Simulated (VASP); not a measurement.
Method: PW91 GGA, VASP's PBE PAW potentials (set 64) (plane waves; VASP).

Input for VASP

POSCAR:
```
BN
1
    1.2301873738    -2.1307474187     0.0000000000
    1.2301873738     2.1307474187     0.0000000000
    0.0000000000     0.0000000000     7.5095814141
B N
2 2
Direct
  0.3333330000   0.6666670000   0.2500000000
  0.6666670000   0.3333330000   0.7500000000
  0.6666670000   0.3333330000   0.2500000000
  0.3333330000   0.6666670000   0.7500000000
```

**INCAR**
```
SYSTEM = BN
PREC = Accurate
ENCUT = 520
EDIFF = 1E-7
NELM = 100
ALGO = Normal
LREAL = .FALSE.
LASPH = .TRUE.
ISMEAR = 0
SIGMA = 0.05
GGA = 91
LWAVE = .FALSE.
LCHARG = .FALSE.
ISIF = 4
IBRION = 2
NSW = 30
EDIFFG = -0.01
```

### KPOINTS
```
K-points
0
Gamma
 10 10 3
```

POTCAR, in this order: B N (PBE.64 set). Program: vasp_std.

Without a dispersion term in the relaxation, distances and binding between the weakly bound layers, chains or molecules are unreliable, and so is what depends on them.

**Question.** What does the run give for the energy per atom (σ→0)?

**Answer.** 
The energy per atom (σ→0) is -8.832 eV/atom.

**OSZICAR**
```
...
DAV:   1    -0.353271072690E+02   -0.82982E-03   -0.28702E-02   680   0.152E+00    0.107E-01
DAV:   2    -0.353266848265E+02    0.42244E-03   -0.47004E-04   828   0.191E-01    0.602E-02
DAV:   3    -0.353264977629E+02    0.18706E-03   -0.37295E-04   820   0.144E-01    0.148E-02
DAV:   4    -0.353264956795E+02    0.20835E-05   -0.20324E-05   820   0.423E-02    0.479E-03
DAV:   5    -0.353264956526E+02    0.26823E-07   -0.79617E-06   828   0.236E-02    0.495E-03
DAV:   6    -0.353264954190E+02    0.23362E-06   -0.17935E-06   812   0.120E-02    0.501E-04
DAV:   7    -0.353264954393E+02   -0.20284E-07   -0.94135E-08   616   0.295E-03
   3 F= -.35326495E+02 E0= -.35326495E+02  d E =-.967993E-01
```

The compound is BN in the hex structure. This cell is one point of a volume scan, at 0.94 of the reference volume. Symmetry was kept, so distortions that lower it aren't found.
